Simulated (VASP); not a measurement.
Level of theory: LDA (Ceperley-Alder, Perdew-Zunger), VASP's LDA PAW potentials (set 64) (plane waves; VASP). Each cell was relaxed at this level, without spin-orbit coupling.

Task: Which of these comes out without a gap?
A. CuAu, P4/mmm (123)
B. MgO, Fm-3m (225)
C. BaHfO3, Pm-3m (221)
D. CaS, Fm-3m (225)

Result: A, CuAu, P4/mmm (123). The others have gaps of 1.97 eV (CaS, Fm-3m (225)), 5.14 eV (MgO, Fm-3m (225)), 3.47 eV (BaHfO3, Pm-3m (221)).
